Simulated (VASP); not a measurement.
# CsLiCr2Te2S3 (Cm) in VASP: relaxation of cell and atoms with PBE

Aim: the relaxation of cell and atoms of CsLiCr2Te2S3 with PBE.

Everything below comes from runs of VASP 6.6.1. Logs are shortened: lines on timing, memory, paths and dates and some standing lists are left out, and cuts for length are marked.

**1. Starting point**

Symmetry: Cm, No. 8, monoclinic system. Conventional cell: a = 6.843 Å, b = 10.361 Å, c = 7.978 Å, α = 90.00°, β = 111.21°, γ = 90.00°. Around Cs (site symmetry m) lie 5 S at 3.58 to 3.92 Å and 1 Li at 4.01 Å. Around Li (site symmetry m) lie 3 S at 2.42 to 2.56 Å. Around Cr (site symmetry 1) lie 3 S at 2.20 to 2.25 Å and 1 Te at 2.51 Å. Te (site symmetry 1) is surrounded by 1 Cr at 2.51 Å. Around S (site symmetry 1) lie 2 Cr at 2.24 to 2.25 Å and 1 Li at 2.56 Å. Around S (site symmetry m) lie 2 Cr at 2.20 Å and 1 Li at 2.42 Å.

The cell was built by a generator and needn't be a form met in nature.

**2. Relaxation of cell and atoms, PBE, collinear spin, ferromagnetic start**

File INCAR:

```
PREC = Accurate ; ENCUT = 600
EDIFF = 1E-6 ; ISMEAR = -1
SIGMA = 0.05 ; LREAL = F
LASPH = T ; NELM = 150
ALGO = Fast ; ISIF = 3
LWAVE = F ; LCHARG = F
ISPIN = 2 ; MAGMOM = 0 0 3 3 0 0 0 0 0
LORBIT = 11 ; LMAXMIX = 4
GGA = PE ; IBRION = 2
NSW = 40 ; EDIFFG = -0.01
KPAR = 4
```

File KPOINTS:

```
Automatic mesh
0
Gamma
  5 5 4
```

File POSCAR:

```
CsLiCr2Te2S3
1.0
    3.4216200000     -5.1806900000      0.0078400000
    3.4216200000      5.1806900000      0.0078400000
   -2.9041100000      0.0000000000      7.4309300000
Cs Li Cr Te S
1 1 2 2 3
Direct
    0.0937400000      0.0937400000      0.0085300000
    0.5887500000      0.5887500000      0.5533600000
    0.0564600000      0.4675500000      0.5579000000
    0.4675500000      0.0564600000      0.5579000000
    0.5648600000      0.8735700000      0.2903500000
    0.8735700000      0.5648600000      0.2903500000
    0.8115100000      0.3969700000      0.7334700000
    0.3969700000      0.8115100000      0.7334700000
    0.2140400000      0.2140400000      0.4837100000
```

Potentials or basis: VASP PAW PBE potentials, release 64 (Cs_sv, Li_sv, Cr_pv, Te, S).

Run with:

```
$ cat potpaw_PBE.64/Cs_sv/POTCAR potpaw_PBE.64/Li_sv/POTCAR potpaw_PBE.64/Cr_pv/POTCAR potpaw_PBE.64/Te/POTCAR potpaw_PBE.64/S/POTCAR > POTCAR
$ mpirun -np 4 vasp_std > vasp.out
```

OUTCAR:

```text
PREC = Accurate
   ENCUT = 600
   EDIFF = 1E-6
   ISMEAR = -1
   LREAL = F
   LASPH = T
   NELM = 150
   ISIF = 3
   ISPIN = 2
   LORBIT = 11
   GGA = PE
   IBRION = 2
   NSW = 40
   EDIFFG = -0.01

 ion  position               nearest neighbor table
   1  0.094  0.094  0.009-
   2  0.589  0.589  0.553-   9 2.42   8 2.56   7 2.56   6 3.02   5 3.02
   3  0.056  0.468  0.558-   9 2.20   7 2.24   8 2.25   6 2.51
   4  0.468  0.056  0.558-   9 2.20   8 2.24   7 2.25   5 2.51
   5  0.565  0.874  0.290-   4 2.51   2 3.02   6 3.20
   6  0.874  0.565  0.290-   3 2.51   2 3.02   5 3.20
   7  0.812  0.397  0.733-   3 2.24   4 2.25   2 2.56
   8  0.397  0.812  0.733-   4 2.24   3 2.25   2 2.56
   9  0.214  0.214  0.484-   3 2.20   4 2.20   2 2.42

  LATTYP: Found a base centered monoclinic cell.
 ALAT       =     6.8432579639
 B/A-ratio  =     1.5141004555
 C/A-ratio  =     1.1658564481
 COS(beta)  =    -0.3618680181

  Lattice vectors:

 A1 = (   3.4216200000,  -5.1806900000,   0.0078400000)
 A2 = (   3.4216200000,   5.1806900000,   0.0078400000)
 A3 = (  -2.9041100000,   0.0000000000,   7.4309300000)

Analysis of symmetry for initial positions (statically):
=====================================================================
 Subroutine PRICEL returns:
 Original cell was already a primitive cell.

 Routine SETGRP: Setting up the symmetry group for a
 base centered monoclinic supercell.

 Subroutine GETGRP returns: Found  2 space group operations
 (whereof  2 operations were pure point group operations)
 out of a pool of  4 trial point group operations.

The static configuration has the point symmetry C_1h.

Analysis of symmetry for dynamics (positions and initial velocities):
=====================================================================
 Subroutine PRICEL returns:
 Original cell was already a primitive cell.

 Routine SETGRP: Setting up the symmetry group for a
 base centered monoclinic supercell.

 Subroutine GETGRP returns: Found  2 space group operations
 (whereof  2 operations were pure point group operations)
 out of a pool of  4 trial point group operations.

The dynamic configuration has the point symmetry C_1h.

Analysis of structural, dynamic, and magnetic symmetry:
=====================================================================
 Subroutine PRICEL returns:
 Original cell was already a primitive cell.

 Routine SETGRP: Setting up the symmetry group for a
 base centered monoclinic supercell.

 Subroutine GETGRP returns: Found  2 space group operations
 (whereof  2 operations were pure point group operations)
 out of a pool of  4 trial point group operations.

The overall configuration has the point symmetry C_1h.

 Subroutine INISYM returns: Found  2 space group operations
 (whereof  2 operations are pure point group operations),
 and found     1 'primitive' translations

----------------------------------------------------------------------------------------

                                     Primitive cell

  volume of cell :     263.6825

  direct lattice vectors                    reciprocal lattice vectors
     3.421620000 -5.180690000  0.007840000     0.145998873 -0.096512241  0.057058374
     3.421620000  5.180690000  0.007840000     0.145998873  0.096512241  0.057058374
    -2.904110000  0.000000000  7.430930000    -0.000308072  0.000000000  0.134452259

  length of vectors
     6.208630587  6.208630587  7.978256423     0.184081345  0.184081345  0.134452612

  position of ions in fractional coordinates (direct lattice)
     0.093740000  0.093740000  0.008530000
     0.588750000  0.588750000  0.553360000
     0.056460000  0.467550000  0.557900000
     0.467550000  0.056460000  0.557900000
     0.564860000  0.873570000  0.290350000
     0.873570000  0.564860000  0.290350000
     0.811510000  0.396970000  0.733470000
     0.396970000  0.811510000  0.733470000
     0.214040000  0.214040000  0.483710000

  ion indices of the primitive-cell ions
[... 30 lines left out ...]
     0.000000000  0.000000000  0.000000000

 Subroutine IBZKPT returns following result:
 ===========================================

 Found     33 irreducible k-points:

 Following reciprocal coordinates:
            Coordinates               Weight
  0.000000  0.000000  0.000000      1.000000
  0.200000  0.000000  0.000000      4.000000
  0.400000  0.000000  0.000000      4.000000
  0.200000  0.200000  0.000000      2.000000
  0.400000  0.200000  0.000000      4.000000
 -0.400000  0.200000 -0.000000      4.000000
[... 16 lines left out ...]
 -0.200000 -0.400000  0.250000      4.000000
 -0.200000 -0.200000  0.250000      2.000000
 [... further k-points ...]
   k-points           NKPTS =     33   k-points in BZ     NKDIM =     33   number of bands    NBANDS=     42
   number of dos      NEDOS =    301   number of ions     NIONS =      9
   total plane-waves  NPLWV = 160000
   dimension x,y,z NGX =    50 NGY =   50 NGZ =   64
   dimension x,y,z NGXF=   100 NGYF=  100 NGZF=  128
   ions per type =               1   1   2   2   3
   NGX,Y,Z   is equivalent  to a cutoff of  13.39, 13.39, 13.34 a.u.
   NGXF,Y,Z  is equivalent  to a cutoff of  26.78, 26.78, 26.67 a.u.
 SYSTEM =  unknown system
   PREC   = accura    normal or accurate (medium, high low for compatibility)
   ISTART =      0    job   : 0-new  1-cont  2-samecut
   ICHARG =      2    charge: 1-file 2-atom 10-const
   ISPIN  =      2    spin polarized calculation?
   LNONCOLLINEAR =      F non collinear calculations
   LSORBIT =      F    spin-orbit coupling
   LASPH  =      T    aspherical Exc in radial PAW
   ENCUT  =  600.0 eV  44.10 Ry    6.64 a.u.  12.40 12.40 15.93*2*pi/ulx,y,z
   NELM   =    150;   NELMIN=  2; NELMDL= -5     # of ELM steps
   EDIFF  = 0.1E-05   stopping-criterion for ELM
   LREAL  =      F    real-space projection
   EDIFFG = -.1E-01   stopping-criterion for IOM
   NSW    =     40    number of steps for IOM
   IBRION =      2    ionic relax: 0-MD 1-quasi-New 2-CG
   NFREE  =      1    steps in history (QN), initial steepest desc. (CG)
   ISIF   =      3    stress and relaxation
   ISYM   =      2    0-nonsym 1-usesym 2-fastsym
   POTIM  = 0.5000    time-step for ionic-motion
   TEBEG  =    0.0;   TEEND  =   0.0 temperature during run
   PSTRESS=    0.0 pullay stress
   NELECT =      66.0000    total number of electrons
   NUPDOWN=      -1.0000    fix difference up-down
   EMIN   =  10.00;   EMAX   =-10.00  energy-range for DOS
   EFERMI =   0.00;   METHOD = LEGACY
   ISMEAR =    -1;   SIGMA  =   0.05  broadening in eV -4-tet -1-fermi 0-gaus
   EFERMI_NEDOS =   21; number of points for ismear=-14 and -15
   IALGO  =     68    algorithm
   IMIX   =      4    mixing-type and parameters
     AMIX     =   0.40;   BMIX     =  1.00
     AMIX_MAG =   1.60;   BMIX_MAG =  1.00
  volume/ion in A,a.u.               =      29.30       197.71
  Fermi-wavevector in a.u.,A,eV,Ry     =   1.031721  1.949670 14.482705  1.064449
  Thomas-Fermi vector in A             =   2.165883
   LORBIT       =     11    0 simple, 1 ext, 2 COOP (PROOUT), +10 PAW based schemes
   GGA     = PE    functional components
   LHFCALC =     F    Hartree Fock is set to
   AEXX    =    0.0000 exact exchange contribution
   IVDW    =     0    specifies the selected vdW correction
   LEPSILON=     F    determine dielectric tensor
   LRPA    =     F    only Hartree local field effects (RPA)
 conjugate gradient relaxation of ions
 spin polarized calculation
 RMM-DIIS sequential band-by-band and
  energy-cutoff  :      600.00
  volume of cell :      263.68
 maximum number of plane-waves:      8830
 NGX is ok and might be reduce to    50
   NGX = 25   NGY = 25   NGZ = 31

--------------------------------------- Ionic step        1  -------------------------------------------

 number of electron      65.9999994 magnetization       4.0118751

 Free energy of the ion-electron system (eV)
  ---------------------------------------------------
  ext. energy  EPLUGINS =         0.00000000
  ---------------------------------------------------
  free energy    TOTEN  =       -45.78820702 eV

  energy without entropy =      -45.76099234  energy(sigma->0) =      -45.77459968

------------------------ aborting loop because EDIFF is reached ----------------------------------------

  FORCE on cell =-STRESS in cart. coord.  units (eV):
  Direction    XX          YY          ZZ          XY          YZ          ZX
  --------------------------------------------------------------------------------------
  -------------------------------------------------------------------------------------
  Total       -0.0236158     -0.0911324      0.0275084      0.0000000      0.0000000     -0.0195813
  in kB       -0.1434931     -0.5537352      0.1671457      0.0000000      0.0000000     -0.1189794
  external PRESSURE =      -0.1766942 kB  Pullay stress =       0.0000000 kB
[... 288 lines left out ...]
--------------------------------------- Ionic step        8  -------------------------------------------

 number of electron      65.9999994 magnetization       4.0123256

 Free energy of the ion-electron system (eV)
  ---------------------------------------------------
  ext. energy  EPLUGINS =         0.00000000
  ---------------------------------------------------
  free energy    TOTEN  =       -45.78834667 eV

  energy without entropy =      -45.76106496  energy(sigma->0) =      -45.77470582

 E-fermi :   3.1555     XC(G=0):  -8.3145

 val. band max:        3.1471592780   @ k =  -0.2000   0.2000   0.0000
 cond. band min:       3.1569901039   @ k =  -0.2000   0.4000   0.2500
 fundamental gap:      0.0098308259
 Fermi energy:         3.1554655849

 spin component 1

 k-point     1 :       0.0000    0.0000    0.0000
  band No.  band energies     occupation
      1     -42.8652      1.00000
      2     -41.1879      1.00000
      3     -41.1838      1.00000
      4     -41.1629      1.00000
      5     -41.1542      1.00000
      6     -41.0632      1.00000
[... 1069 lines left out ...]
     41       4.9563      0.00000
     42       6.8194      0.00000

 [... further k-points ...]

 spin component 2

 k-point     1 :       0.0000    0.0000    0.0000
  band No.  band energies     occupation
      1     -42.8634      1.00000
      2     -38.8741      1.00000
      3     -38.8731      1.00000
      4     -38.8400      1.00000
      5     -38.8391      1.00000
      6     -38.7909      1.00000
[... 1107 lines left out ...]
  FREE ENERGIE OF THE ION-ELECTRON SYSTEM (eV)
  ---------------------------------------------------
  free  energy   TOTEN  =       -45.7883466706 eV

  energy  without entropy=      -45.7610649606  energy(sigma->0) =      -45.77470582

 reached required accuracy - stopping structural energy minimisation

 total charge

# of ion       s       p       d       tot
------------------------------------------
    1        1.831   4.704   0.024   6.558
    2        2.014   0.048   0.000   2.062
    3        0.334   6.280   4.179  10.793
    4        0.334   6.280   4.179  10.793
    5        1.391   1.959   0.027   3.376
    6        1.391   1.959   0.027   3.376
    7        1.340   2.390   0.000   3.730
    8        1.340   2.390   0.000   3.730
    9        1.342   2.413   0.000   3.755
--------------------------------------------------
tot         11.317  28.423   8.435  48.174

 magnetization (x)

# of ion       s       p       d       tot
------------------------------------------
    1       -0.000  -0.002   0.000  -0.001
    2        0.001  -0.000   0.000   0.000
    3        0.028   0.021   2.223   2.271
    4        0.028   0.021   2.223   2.271
    5       -0.007  -0.183   0.003  -0.187
    6       -0.007  -0.183   0.003  -0.187
    7       -0.003  -0.079   0.000  -0.082
    8       -0.003  -0.079   0.000  -0.082
    9        0.001  -0.084   0.000  -0.083
--------------------------------------------------
tot          0.038  -0.567   4.451   3.922
```

Run time: 21 min. Hardware: 4 MPI ranks of Intel Xeon Platinum 8488C (Sapphire Rapids), shared host; peak memory 1.1 GiB.

Results:

```
Free energy                                           : -45.7883 eV
Relaxed volume                                        : 29.27 Å³/atom
Relaxed cell                                          : a = 6.202 Å, b = 6.202 Å, c = 7.983 Å, α = 101.51°, β = 101.51°, γ = 113.06°
Space group after relaxing (to 0.05 Å)                : Cm (No. 8)
Energy gained by relaxing                             : 0.0 meV/atom
Ionic steps                                           : 8
Pressure after relaxing                               : 0.0 GPa
Largest force after relaxing                          : 0.009 eV/Å
Band gap on the k mesh                                : none (metal or under the smearing width)
Net moment                                            : 4.01 μB per cell
Site moments                                          : Cs -0.00; Li +0.00; Cr +2.27; Te -0.19; S -0.08 μB
Valence electrons inside the program's atomic spheres : Cs 6.56; Li 2.06; Cr 10.79; Te 3.38; S 3.73, 3.75
```

Forces on the atoms (eV/Å):
```
Cs   0.003  0.000 -0.001
Li   0.000  0.000  0.002
Cr  -0.004  0.008  0.003
Cr  -0.004 -0.008  0.003
Te   0.004  0.005 -0.003
Te   0.004 -0.005 -0.003
S    0.001  0.003  0.003
S    0.001 -0.003  0.003
S   -0.003  0.000 -0.008
```

Step by step:
```csv
step,energy change (eV),largest force (eV/Å),pressure (GPa),volume (Å³)
1,0.0000,0.0118,-0.02,263.68
2,-0.0001,0.0105,-0.01,263.56
3,-0.0001,0.0241,0.02,263.33
4,-0.0001,0.0196,0.02,263.39
5,-0.0001,0.0134,0.01,263.47
6,-0.0001,0.0167,0.01,263.43
7,-0.0001,0.0188,0.01,263.41
8,-0.0001,0.0093,0.01,263.40
```

Final structure:
```
Cs Li Cr Te S
1.0
     3.42053   -5.17371    0.00708
     3.42053    5.17371    0.00708
    -2.90486    0.00000    7.43597
Cs Li Cr Te S
1 1 2 2 3
Direct
  0.09380 0.09380 0.00849
  0.58871 0.58871 0.55346
  0.05639 0.46760 0.55796
  0.46760 0.05639 0.55796
  0.56479 0.87380 0.29022
  0.87380 0.56479 0.29022
  0.81134 0.39699 0.73354
  0.39699 0.81134 0.73354
  0.21404 0.21404 0.48363
```

Caveat: the cutoff is under 1.25 times the usual one of these potentials, so pressure, stress and relaxed cells hold a basis-set (Pulay) error; only a ferromagnetic start was run, and an antiferromagnetic order may lie lower in energy. The run has no spin-orbit coupling, so splittings on Cs, Te are missing.

**3. For comparison**

An earlier run on the cell as given: functional PBE; potentials or basis VASP PAW PBE potentials, release 64 (Cs_sv, Li_sv, Cr_pv, Te, S); cutoff 520 eV; k mesh 5 × 5 × 4; occupations fermi-dirac, width 0.05 eV; collinear spin, ferromagnetic start; starting moments [0.0, 0.0, 3.0, 3.0, 0.0, 0.0, 0.0, 0.0, 0.0] μB.

* Largest force: 0.012 eV/Å
* Band gap on the k mesh: none (metal or under the smearing width)
* Net moment: 4.01 μB per cell
* Site moments: Cs -0.00; Li +0.00; Cr +2.27; Te -0.19; S -0.08 μB
* Valence electrons inside the program's atomic spheres: Cs 6.56; Li 2.06; Cr 10.79; Te 3.38; S 3.73, 3.75
